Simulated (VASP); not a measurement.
OSZICAR of a VASP run on ZnO (wurtzite):

File OSZICAR:
```
       N       E                     dE             d eps       ncg     rms          rms(c)
DAV:   1     0.270765668366E+03    0.27077E+03   -0.19437E+04  1584   0.245E+03
DAV:   2    -0.156481400519E+02   -0.28641E+03   -0.27695E+03  1718   0.451E+02
DAV:   3    -0.460332281279E+02   -0.30385E+02   -0.30193E+02  1860   0.158E+02
DAV:   4    -0.465895636985E+02   -0.55634E+00   -0.55583E+00  1704   0.227E+01
DAV:   5    -0.465935226485E+02   -0.39590E-02   -0.39589E-02  1872   0.184E+00    0.147E+01
DAV:   6    -0.378558196092E+02    0.87377E+01   -0.76539E+00  2654   0.735E+01    0.102E+01
DAV:   7    -0.357388172462E+02    0.21170E+01   -0.31266E+00  1584   0.173E+01    0.519E+00
DAV:   8    -0.390172669324E+02   -0.32784E+01   -0.90896E-01  1928   0.223E+01    0.134E+00
DAV:   9    -0.357677988747E+02    0.32495E+01   -0.91240E-01  1946   0.189E+01    0.116E+00
DAV:  10    -0.362944117638E+02   -0.52661E+00   -0.32149E-01  1584   0.587E+00    0.252E-01
DAV:  11    -0.362953402296E+02   -0.92847E-03   -0.93576E-03  1986   0.996E-01    0.394E-01
DAV:  12    -0.363085223102E+02   -0.13182E-01   -0.18946E-03  1872   0.130E+00    0.200E-01
DAV:  13    -0.363051258448E+02    0.33965E-02   -0.23851E-02  1602   0.610E+00    0.104E+00
DAV:  14    -0.363150107286E+02   -0.98849E-02   -0.60891E-03  1912   0.159E+00    0.992E-01
DAV:  15    -0.363175983381E+02   -0.25876E-02   -0.20659E-03  1820   0.572E-01    0.922E-01
DAV:  16    -0.363185810959E+02   -0.98276E-03   -0.43809E-04  1680   0.305E-01    0.910E-01
DAV:  17    -0.363181648204E+02    0.41628E-03   -0.84845E-04  1824   0.964E-01    0.687E-01
DAV:  18    -0.363176832253E+02    0.48160E-03   -0.58956E-04  2026   0.889E-01    0.455E-01
DAV:  19    -0.363175128152E+02    0.17041E-03   -0.74817E-04  2430   0.768E-01    0.228E-01
DAV:  20    -0.363175180628E+02   -0.52475E-05   -0.26673E-04  1972   0.168E-01    0.170E-01
DAV:  21    -0.363175167584E+02    0.13044E-05   -0.92754E-06  1880   0.279E-02    0.149E-01
DAV:  22    -0.363175482989E+02   -0.31541E-04   -0.22944E-05  1970   0.753E-02    0.914E-02
DAV:  23    -0.363175536552E+02   -0.53563E-05   -0.83729E-06  2344   0.710E-02    0.439E-02
DAV:  24    -0.363175579394E+02   -0.42842E-05   -0.11137E-05  1916   0.942E-02    0.821E-03
DAV:  25    -0.363175597914E+02   -0.18520E-05   -0.46484E-06  1596   0.201E-02    0.478E-03
DAV:  26    -0.363175595740E+02    0.21736E-06   -0.89952E-08  1062   0.507E-03    0.360E-03
DAV:  27    -0.363175608921E+02   -0.13181E-05   -0.12425E-07  1032   0.660E-03    0.646E-04
DAV:  28    -0.363175605170E+02    0.37511E-06   -0.13886E-08   816   0.122E-03    0.693E-04
DAV:  29    -0.363175604200E+02    0.96998E-07   -0.54383E-09   828   0.204E-03
   1 F= -.36317560E+02 E0= -.36317560E+02  d E =0.000000E+00
       N       E                     dE             ncg
       N       E                     dE             ncg
```

Question: Which electronic solver shows in the log?

Answer: It is blocked Davidson (ALGO = Normal, or the opening steps of other solvers). The INCAR had ALGO = Normal.

Question: Can the final energy be trusted as converged?

Answer: The calculation finished and met its thresholds. It stopped with EDIFF = 1E-7, NELM = 100 (r2SCAN meta-GGA, plane waves, VASP's PBE PAW potentials (set 64)).

The compound is ZnO in the wurtzite structure. It was relaxed first.
